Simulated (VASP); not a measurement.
This VASP 6.6.1 run on H2Os needs a look.

The input INCAR:

```
  PREC = Accurate
  ENCUT = 520
  EDIFF = 1E-7
  ISMEAR = -1
  SIGMA = 0.05
  LREAL = F
  LASPH = T
  NELM = 4
  ALGO = Fast
  ISIF = 2
  LWAVE = F
  LCHARG = T
  LMAXMIX = 4
  GGA = PE
```

KPOINTS

```
regular mesh
0
Gamma
  11 11 6
```

File POSCAR:

```
H2Os
1.0
    2.4917700000      0.0000000000      0.0000000000
    0.0000000000      2.4917700000      0.0000000000
    0.0000000000      0.0000000000      4.6022600000
H Os
2 1
Direct
    0.5000000000      0.5000000000      0.3950400000
    0.5000000000      0.5000000000      0.6049600000
    0.5000000000      0.5000000000      0.0000000000
```

Potentials or basis: VASP PAW PBE potentials, release 64 (H, Os).

Launch:

```bash
$ cat potpaw_PBE.64/H/POTCAR potpaw_PBE.64/Os/POTCAR > POTCAR
$ mpirun -np 1 vasp_std > vasp.out
```

OUTCAR:

```text
PREC = Accurate
   ENCUT = 520
   EDIFF = 1E-7
   ISMEAR = -1
   LREAL = F
   LASPH = T
   NELM = 4
   ISIF = 2
   GGA = PE

 ion  position               nearest neighbor table
   1  0.500  0.500  0.395-   3 1.82
   2  0.500  0.500  0.605-   3 1.82
   3  0.500  0.500  0.000-   1 1.82   2 1.82

  LATTYP: Found a simple tetragonal cell.
 ALAT       =     2.4917700000
 C/A-ratio  =     1.8469842722

[... 482 lines left out ...]

  FORCE on cell =-STRESS in cart. coord.  units (eV):
  Direction    XX          YY          ZZ          XY          YZ          ZX
  --------------------------------------------------------------------------------------
  -------------------------------------------------------------------------------------
  Total       -6.6989934     -6.6989934    -25.1372257     -0.0000000      0.0000000     -0.0000000
  in kB     -375.6064804   -375.6064804  -1409.4214342     -0.0000000      0.0000000     -0.0000000
  external PRESSURE =    -720.2114650 kB  Pullay stress =       0.0000000 kB

 VOLUME and BASIS-vectors are now :
 -----------------------------------------------------------------------------
  energy-cutoff  :      520.00
  volume of cell :       28.58
      direct lattice vectors                 reciprocal lattice vectors
     2.491770000  0.000000000  0.000000000     0.401321149  0.000000000  0.000000000
     0.000000000  2.491770000  0.000000000     0.000000000  0.401321149  0.000000000
     0.000000000  0.000000000  4.602260000     0.000000000  0.000000000  0.217284552

 POSITION                                       TOTAL-FORCE (eV/Angst)
 -----------------------------------------------------------------------------------
      1.24588      1.24588      1.81808         0.000000      0.000000      0.053071
      1.24588      1.24588      2.78418         0.000000      0.000000     -0.053071
      1.24588      1.24588      0.00000         0.000000      0.000000      0.000000
 -----------------------------------------------------------------------------------
    total drift:                                0.000000      0.000000     -0.000000

  FREE ENERGIE OF THE ION-ELECTRON SYSTEM (eV)
  ---------------------------------------------------
  free  energy   TOTEN  =       -16.7578628974 eV

  energy  without entropy=      -16.7486725589  energy(sigma->0) =      -16.75326773
```

On the terminal:

```text
POSCAR found type information on POSCAR H Os
[... 25 lines left out ...]
 -----------------------------------------------------------------------------
```

How did it end, and where is the flaw?

The calculation stopped without meeting its thresholds. The input holds a flaw that was put in on purpose: too few electronic steps (NELM = 4).
